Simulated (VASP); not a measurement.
# Nb16Au in VASP: notebook

The runs below take Nb16Au through single point, with PBE.

Program: VASP 6.6.1. These are calculated values, not measurements. Logs are shortened: lines on timing, memory, paths and dates and some standing lists are left out, and cuts for length are marked.

## 1. The slab as given

The cell holds a slab with vacuum, 17 atoms: a = 6.600 Å, b = 5.716 Å, c = 18.000 Å, α = 90.00°, β = 90.00°, γ = 54.74°.

The cell was built by a generator and needn't be a form met in nature.

## 2. Single point, PBE

Input file INCAR:

```
  PREC = Accurate
  ENCUT = 520
  EDIFF = 1E-6
  ISMEAR = -1
  SIGMA = 0.1
  LREAL = Auto
  LASPH = T
  NELM = 100
  ALGO = Fast
  ISIF = 2
  LWAVE = F
  LCHARG = T
  GGA = PE
  LELF = T
  LVHAR = T
  NBANDS = 124
```

Input file KPOINTS:

```
regular mesh
0
Gamma
  2 2 1
```

Input file POSCAR:

```
Nb16Au
1.0
    6.6000000000      0.0000000000      0.0000000000
    3.3000000000      4.6669050000      0.0000000000
    0.0000000000      0.0000000000     18.0003570000
Nb Au
16 1
Direct
   -0.2500050890      0.5000101781      0.0555544537
    0.2499949110      0.5000101781      0.0555544537
   -0.2499994643      0.9999989286      0.0555544537
    0.2500005357      0.9999989286      0.0555544537
    0.0179843663     -0.0231202478      0.1885240387
    0.5027578460     -0.0106066012      0.1896517941
    0.0043408052      0.4875608139      0.1768409371
    0.5078155617      0.4992173614      0.1797797677
   -0.2372341459      0.4979531403      0.3208880802
    0.2798945901      0.4789683955      0.3283879314
   -0.2076157657      0.9634436527      0.3169492694
    0.2769794010      0.9945563494      0.3298490136
    0.0045102720     -0.0427478168      0.4577131442
    0.5407002498      0.0394479853      0.4510021662
    0.0498505636      0.4289352365      0.4610908550
    0.5184243482      0.5423937277      0.4642852361
    0.2608418930      0.9794071231      0.5634943796
```

Potentials or basis: VASP PAW PBE potentials, release 64 (Nb_sv, Au).

On the command line:

```console
> cat potpaw_PBE.64/Nb_sv/POTCAR potpaw_PBE.64/Au/POTCAR > POTCAR
> mpirun -np 1 vasp_std > vasp.out
```

OUTCAR:

```text
PREC = Accurate
   ENCUT = 520
   EDIFF = 1E-6
   ISMEAR = -1
   LREAL = Auto
   LASPH = T
   NELM = 100
   ISIF = 2
   GGA = PE

 ion  position               nearest neighbor table
   1  0.750  0.500  0.056-   7 2.73   8 2.75   3 2.86   4 2.86   4 2.86   3 2.86
   2  0.250  0.500  0.056-   7 2.74   8 2.81   4 2.86   3 2.86   3 2.86   4 2.86
   3  0.750  1.000  0.056-   1 2.86   2 2.86   2 2.86   1 2.86   5 2.93   6 2.93
   4  0.250  1.000  0.056-   2 2.86   1 2.86   1 2.86   2 2.86   5 2.89   6 2.91
   5  0.018  0.977  0.189-  11 2.77   8 2.78   7 2.86   7 2.88   4 2.89   3 2.93   8 2.94
   6  0.503  0.989  0.190-   8 2.79   7 2.86   7 2.88   4 2.91  12 2.92  11 2.93   3 2.93   8 2.94

   7  0.004  0.488  0.177-   1 2.73   2 2.74   5 2.86   6 2.86   5 2.88   6 2.88   9 3.03
   8  0.508  0.499  0.180-   1 2.75   5 2.78   6 2.79   2 2.81   6 2.94   5 2.94   9 3.04
   9  0.763  0.498  0.321-  11 2.78  12 2.80  12 2.92  11 2.95  16 2.98   7 3.03  15 3.04   8 3.04

  10  0.280  0.479  0.328-  12 2.78  11 2.79  15 2.93  12 2.94  11 2.94  14 3.03  16 3.04
  11  0.792  0.963  0.317-   5 2.77   9 2.78  10 2.79  14 2.82  13 2.89   6 2.93  10 2.94   9 2.95

  12  0.277  0.995  0.330-  10 2.78   9 2.80  14 2.89   6 2.92   9 2.92  10 2.94  13 3.00
  13  0.005  0.957  0.458-  17 2.60  16 2.80  14 2.82  15 2.86  15 2.88  11 2.89  12 3.00  16 3.02

  14  0.541  0.039  0.451-  15 2.68  16 2.80  11 2.82  13 2.82  17 2.89  12 2.89  16 2.94  10 3.03

  15  0.050  0.429  0.461-  14 2.68  17 2.79  13 2.86  13 2.88  10 2.93   9 3.04
  16  0.518  0.542  0.464-  17 2.72  13 2.80  14 2.80  14 2.94   9 2.98  13 3.02  10 3.04
  17  0.261  0.979  0.563-  13 2.60  16 2.72  15 2.79  14 2.89

  LATTYP: Found a base centered orthorhombic cell.
 ALAT       =     6.6000000000
 B/A-ratio  =     1.4142136364
 C/A-ratio  =     2.7273268182

  Lattice vectors:

 A1 = (   3.3000000000,  -4.6669050000,   0.0000000000)
 A2 = (   3.3000000000,   4.6669050000,   0.0000000000)
 A3 = (   0.0000000000,   0.0000000000,  18.0003570000)

Analysis of symmetry for initial positions (statically):
=====================================================================
 Subroutine PRICEL returns:
 Original cell was already a primitive cell.

 Routine SETGRP: Setting up the symmetry group for a
 base centered orthorhombic supercell.

 Subroutine GETGRP returns: Found  1 space group operations
 (whereof  1 operations were pure point group operations)
 out of a pool of  8 trial point group operations.

The static configuration has the point symmetry C_1 .

Analysis of symmetry for dynamics (positions and initial velocities):
=====================================================================
 Subroutine PRICEL returns:
 Original cell was already a primitive cell.

 Routine SETGRP: Setting up the symmetry group for a
 base centered orthorhombic supercell.

 Subroutine GETGRP returns: Found  1 space group operations
 (whereof  1 operations were pure point group operations)
 out of a pool of  8 trial point group operations.

The dynamic configuration has the point symmetry C_1 .

 Subroutine INISYM returns: Found  1 space group operations
 (whereof  1 operations are pure point group operations),
 and found     1 'primitive' translations

----------------------------------------------------------------------------------------

                                     Primitive cell

  volume of cell :     554.4393

  direct lattice vectors                    reciprocal lattice vectors
     6.600000000  0.000000000  0.000000000     0.151515152 -0.107137385  0.000000000
     3.300000000  4.666905000  0.000000000     0.000000000  0.214274771  0.000000000
     0.000000000  0.000000000 18.000357000     0.000000000  0.000000000  0.055554454

  length of vectors
     6.600000000  5.715767864 18.000357000     0.185567402  0.214274771  0.055554454

  position of ions in fractional coordinates (direct lattice)
     0.749994911  0.500010178  0.055554454
     0.249994911  0.500010178  0.055554454
     0.750000536  0.999998929  0.055554454
     0.250000536  0.999998929  0.055554454
     0.017984366  0.976879752  0.188524039
     0.502757846  0.989393399  0.189651794
[... 9 lines left out ...]
     0.518424348  0.542393728  0.464285236
     0.260841893  0.979407123  0.563494380

  ion indices of the primitive-cell ions
   primitive index   ion index
                 1           1
                 2           2
                 3           3
                 4           4
                 5           5
                 6           6
[... 9 lines left out ...]
                16          16
                17          17

----------------------------------------------------------------------------------------

 KPOINTS: regular mesh

Automatic generation of k-mesh.
 Grid dimensions read from file:
 generate k-points for:    2    2    1

 Generating k-lattice:

  Cartesian coordinates                     Fractional coordinates (reciprocal lattice)
     0.075757576 -0.053568693  0.000000000     0.500000000  0.000000000  0.000000000
     0.000000000  0.107137385  0.000000000     0.000000000  0.500000000  0.000000000
     0.000000000  0.000000000  0.055554454     0.000000000  0.000000000  1.000000000

  Length of vectors
     0.092783701  0.107137385  0.055554454

  Shift w.r.t. Gamma in fractional coordinates (k-lattice)
     0.000000000  0.000000000  0.000000000

 Subroutine IBZKPT returns following result:
 ===========================================

 Found      4 irreducible k-points:

 Following reciprocal coordinates:
            Coordinates               Weight
  0.000000  0.000000  0.000000      1.000000
  0.500000 -0.000000  0.000000      1.000000
  0.500000  0.500000  0.000000      1.000000
  0.000000  0.500000  0.000000      1.000000
   k-points           NKPTS =      4   k-points in BZ     NKDIM =      4   number of bands    NBANDS=    124
   number of dos      NEDOS =    301   number of ions     NIONS =     17
   total plane-waves  NPLWV = 336000
   dimension x,y,z NGX =    50 NGY =   48 NGZ =  140
   dimension x,y,z NGXF=   100 NGYF=   96 NGZF=  280
   ions per type =              16   1
   NGX,Y,Z   is equivalent  to a cutoff of  12.59, 13.96, 12.93 a.u.
   NGXF,Y,Z  is equivalent  to a cutoff of  25.19, 27.92, 25.86 a.u.
 SYSTEM =  unknown system
   PREC   = accura    normal or accurate (medium, high low for compatibility)
   ISTART =      0    job   : 0-new  1-cont  2-samecut
   ICHARG =      2    charge: 1-file 2-atom 10-const
   ISPIN  =      1    spin polarized calculation?
   LNONCOLLINEAR =      F non collinear calculations
   LSORBIT =      F    spin-orbit coupling
   LASPH  =      T    aspherical Exc in radial PAW
   ENCUT  =  520.0 eV  38.22 Ry    6.18 a.u.  12.27 10.63 33.47*2*pi/ulx,y,z
   NELM   =    100;   NELMIN=  2; NELMDL= -5     # of ELM steps
   EDIFF  = 0.1E-05   stopping-criterion for ELM
   LREAL  =      T    real-space projection
   EDIFFG = 0.1E-04   stopping-criterion for IOM
   NSW    =      0    number of steps for IOM
   IBRION =     -1    ionic relax: 0-MD 1-quasi-New 2-CG
   NFREE  =      0    steps in history (QN), initial steepest desc. (CG)
   ISIF   =      2    stress and relaxation
   ISYM   =      2    0-nonsym 1-usesym 2-fastsym
   POTIM  = 0.5000    time-step for ionic-motion
   TEBEG  =    0.0;   TEEND  =   0.0 temperature during run
   PSTRESS=    0.0 pullay stress
   NELECT =     219.0000    total number of electrons
   NUPDOWN=      -1.0000    fix difference up-down
   EMIN   =  10.00;   EMAX   =-10.00  energy-range for DOS
   EFERMI =   0.00;   METHOD = LEGACY
   ISMEAR =    -1;   SIGMA  =   0.10  broadening in eV -4-tet -1-fermi 0-gaus
   EFERMI_NEDOS =   21; number of points for ismear=-14 and -15
   IALGO  =     68    algorithm
   IMIX   =      4    mixing-type and parameters
     AMIX     =   0.40;   BMIX     =  1.00
     AMIX_MAG =   1.60;   BMIX_MAG =  1.00
  volume/ion in A,a.u.               =      32.61       220.09
  Fermi-wavevector in a.u.,A,eV,Ry     =   1.201171  2.269884 19.630648  1.442812
  Thomas-Fermi vector in A             =   2.336987
   LORBIT       =      0    0 simple, 1 ext, 2 COOP (PROOUT), +10 PAW based schemes
   GGA     = PE    functional components
   LHFCALC =     F    Hartree Fock is set to
   AEXX    =    0.0000 exact exchange contribution
   IVDW    =     0    specifies the selected vdW correction
   LEPSILON=     F    determine dielectric tensor
   LRPA    =     F    only Hartree local field effects (RPA)
 non-spin polarized calculation
 RMM-DIIS sequential band-by-band and
  energy-cutoff  :      520.00
  volume of cell :      554.44
 maximum number of plane-waves:     14975
 NGX is ok and might be reduce to    50
   NGX = 25   NGY = 21   NGZ = 67

 number of electron     219.0000002 magnetization

 Free energy of the ion-electron system (eV)
  ---------------------------------------------------
  ext. energy  EPLUGINS =         0.00000000
  ---------------------------------------------------
  free energy    TOTEN  =      -158.21533433 eV

  energy without entropy =     -157.50216245  energy(sigma->0) =     -157.85874839

 E-fermi :   4.3990     XC(G=0):  -8.1121

 val. band max:        4.3291854669   @ k =   0.0000   0.5000   0.0000
 cond. band min:       4.4057393806   @ k =   0.5000  -0.0000   0.0000
 fundamental gap:      0.0765539137
 Fermi energy:         4.3990140347

 k-point     1 :       0.0000    0.0000    0.0000
  band No.  band energies     occupation
      1     -50.5091      2.00000
      2     -50.4365      2.00000
      3     -50.3182      2.00000
      4     -50.2748      2.00000
      5     -50.2271      2.00000
      6     -50.2233      2.00000
[... 113 lines left out ...]
    120       6.1781      0.00000
    121       6.2252      0.00000

 k-point     2 :       0.5000   -0.0000    0.0000
  band No.  band energies     occupation
      1     -50.4712      2.00000
      2     -50.4558      2.00000
      3     -50.2998      2.00000
      4     -50.2682      2.00000
      5     -50.2525      2.00000
      6     -50.1930      2.00000
[... 113 lines left out ...]
    120       5.5145      0.00003
    121       5.6394      0.00001

 k-point     3 :       0.5000    0.5000    0.0000
  band No.  band energies     occupation
      1     -50.4676      2.00000
      2     -50.4585      2.00000
      3     -50.2921      2.00000
      4     -50.2725      2.00000
      5     -50.2469      2.00000
      6     -50.2016      2.00000
[... 113 lines left out ...]
    120       5.4314      0.00007
    121       5.5767      0.00002

 k-point     4 :       0.0000    0.5000    0.0000
  band No.  band energies     occupation
      1     -50.4658      2.00000
      2     -50.4410      2.00000
      3     -50.3080      2.00000
      4     -50.2570      2.00000
      5     -50.2220      2.00000
      6     -50.1875      2.00000
[... 113 lines left out ...]
    120       5.1814      0.00080
    121       5.3763      0.00011
 [bands above 121 left out]

------------------------ aborting loop because EDIFF is reached ----------------------------------------

  FORCE on cell =-STRESS in cart. coord.  units (eV):
  Direction    XX          YY          ZZ          XY          YZ          ZX
  --------------------------------------------------------------------------------------
  -------------------------------------------------------------------------------------
  Total       -9.3144406    -14.9753933    -10.3985077      0.6349858      1.3641755      0.7371648
  in kB      -26.9161751    -43.2747736    -30.0488313      1.8349346      3.9420925      2.1302038
  external PRESSURE =     -33.4132600 kB  Pullay stress =       0.0000000 kB

 VOLUME and BASIS-vectors are now :
 -----------------------------------------------------------------------------
  energy-cutoff  :      520.00
  volume of cell :      554.44
      direct lattice vectors                 reciprocal lattice vectors
     6.600000000  0.000000000  0.000000000     0.151515152 -0.107137385  0.000000000
     3.300000000  4.666905000  0.000000000     0.000000000  0.214274771  0.000000000
     0.000000000  0.000000000 18.000357000     0.000000000  0.000000000  0.055554454

 POSITION                                       TOTAL-FORCE (eV/Angst)
 -----------------------------------------------------------------------------------
      6.60000      2.33350      1.00000        -0.144390      0.023531      0.160420
      3.30000      2.33350      1.00000         0.086494      0.008417      0.230666
      8.25000      4.66690      1.00000        -0.062400     -0.161291      0.457590
      4.95000      4.66690      1.00000        -0.002055     -0.302177      0.174227
      3.34240      4.55900      3.39350        -0.165445      0.653354     -0.199433
      6.58320      4.61740      3.41380         0.503864      0.200779     -0.289253
[... 9 lines left out ...]
      5.21150      2.53130      8.35730         0.328788     -0.605187     -0.864483
      4.95360      4.57080     10.14310         0.651269      0.232365      1.257614
 -----------------------------------------------------------------------------------
    total drift:                                0.001776      0.002913      0.005098

  FREE ENERGIE OF THE ION-ELECTRON SYSTEM (eV)
  ---------------------------------------------------
  free  energy   TOTEN  =      -158.2153343301 eV

  energy  without entropy=     -157.5021624478  energy(sigma->0) =     -157.85874839
```

Run time: 32 min. Hardware: 1 thread of Intel Xeon 6975P-C (Granite Rapids), shared host; peak memory 0.81 GiB.

Results:

- Free energy: -158.2153 eV
- Largest force: 1.435 eV/Å
- Band gap on the k mesh: none (metal or under the smearing width)

Forces on the atoms (eV/Å):
```
Nb  -0.144  0.024  0.160
Nb   0.086  0.008  0.231
Nb  -0.062 -0.161  0.458
Nb  -0.002 -0.302  0.174
Nb  -0.165  0.653 -0.199
Nb   0.504  0.201 -0.289
Nb   0.310  0.133  1.141
Nb  -0.067 -0.693  0.641
Nb   0.046 -0.580  0.094
Nb   0.260  0.502 -0.560
Nb  -0.154  0.737  0.201
Nb  -0.783 -0.299 -0.376
Nb  -0.478  0.158 -1.117
Nb   0.096 -0.726 -0.148
Nb  -0.427  0.717 -0.802
Nb   0.329 -0.605 -0.864
Au   0.651  0.232  1.258
```

Levels at points of the mesh, in eV from the Fermi level:
```tsv
k point	band 108	band 109	band 110	band 111	band 112	band 113
(0.00, 0.00, 0.00)	0.10	0.17	0.34	0.92	1.01	1.11
(0.50, 0.00, 0.00)	-0.43	-0.23	-0.18	-0.07	0.01	0.13
(0.50, 0.50, 0.00)	-0.42	-0.31	-0.18	-0.12	0.12	0.18
(0.00, 0.50, 0.00)	-0.15	-0.07	0.04	0.12	0.16	0.17
```

Caveat: the k mesh is coarse (spacing up to 0.67 Å⁻¹), so the values aren't converged. Spin-orbit coupling is left out, which matters for the levels of Au.

## 3. Single point, PBE

Input file INCAR:

```
SYSTEM = Nb16Au
ALGO     = Fast           ! electronic algorithm
EDIFF    = 1E-6           ! SCF threshold, eV
ENCUT    = 520            ! plane-wave cutoff, eV
GGA      = PE             ! functional
ISIF     = 2              ! what is computed and relaxed
ISMEAR   = -1             ! smearing method
LASPH    = .TRUE.         ! aspherical terms in the spheres
LCHARG   = .FALSE.        ! write CHGCAR
LREAL    = Auto         
LWAVE    = .FALSE.        ! write WAVECAR
NBANDS   = 124            ! bands
NELM     = 100            ! most SCF steps
PREC     = Accurate       ! precision mode
SIGMA    = 0.1            ! smearing width, eV
```

Input file KPOINTS:

```
k-points
0
G
  2 2 1
  0 0 0
```

Input file POSCAR:

```
Nb16Au
1.0
    6.6000000000      0.0000000000      0.0000000000
    3.3000000000      4.6669050000      0.0000000000
    0.0000000000      0.0000000000     18.0003570000
Nb Au
16 1
Direct
   -0.2500050890      0.5000101781      0.0555544537
    0.2499949110      0.5000101781      0.0555544537
   -0.2499994643      0.9999989286      0.0555544537
    0.2500005357      0.9999989286      0.0555544537
    0.0184341722     -0.0052925868      0.1901795614
    0.4934625515      0.0041355031      0.1900962298
   -0.0004690731      0.5160593584      0.1834852498
    0.5032978421      0.4918891642      0.1810408538
   -0.2263440676      0.4993244988      0.3189825624
    0.2578150301      0.5080669094      0.3166103872
   -0.2460454054      1.0190908107      0.3202603148
    0.2649877360      1.0158124067      0.3308156610
   -0.0411062317      0.0187276150      0.4425523338
    0.5091889278      0.0453191141      0.4560631770
   -0.0083577865      0.4791398154      0.4602408719
    0.4907916925      0.5350226756      0.4484855495
    0.2282171398      1.0102626902      0.5697775883
```

Potentials or basis: VASP PAW PBE potentials, release 64 (Nb_sv, Au).

On the command line:

```console
> cat potpaw_PBE.64/Nb_sv/POTCAR potpaw_PBE.64/Au/POTCAR > POTCAR
> mpirun -np 1 vasp_std > vasp.out
```

It took 31 min on 1 thread of Intel Xeon 6975P-C (Granite Rapids), shared host; peak memory 0.8 GiB.

It converged, with:

| Item | Value |
| --- | --- |
| Free energy | -158.5494 eV |
| Largest force | 1.110 eV/Å |
| Band gap on the k mesh | none (metal or under the smearing width) |

Forces on the atoms (eV/Å):
```
Nb  -0.032  0.130  0.552
Nb  -0.040  0.064  0.402
Nb  -0.024 -0.092  0.533
Nb  -0.040 -0.031  0.314
Nb  -0.193  0.562 -0.524
Nb   0.592 -0.173 -0.460
Nb  -0.182 -0.449  0.119
Nb   0.689  0.223  0.296
Nb  -0.501  0.290  0.194
Nb  -0.211  0.252  0.525
Nb  -0.484 -0.297 -0.721
Nb  -0.485 -0.273 -0.750
Nb   0.747 -0.360  0.738
Nb  -0.359 -0.277 -0.167
Nb   0.274  0.056 -0.274
Nb   0.216  0.423  0.078
Au   0.031 -0.049 -0.852
```

Levels at points of the mesh, in eV from the Fermi level:
```
           k point  band 106  band 107  band 108  band 109  band 110  band 111  band 112  band 113  band 114  band 115
(0.00, 0.00, 0.00)     -0.07      0.05      0.13      0.19      0.35      0.86      0.98      1.29      1.37      1.43
(0.50, 0.00, 0.00)     -0.51     -0.48     -0.43     -0.31     -0.17     -0.04      0.11      0.15      0.23      0.27
(0.50, 0.50, 0.00)     -0.53     -0.50     -0.44     -0.32     -0.16     -0.14      0.04      0.11      0.18      0.21
(0.00, 0.50, 0.00)     -0.37     -0.33     -0.22     -0.04      0.07      0.09      0.11      0.17      0.29      0.32
```

Caveat: the k mesh is coarse (spacing up to 0.67 Å⁻¹), so the values aren't converged. The run has no spin-orbit coupling, so splittings on Au are missing.
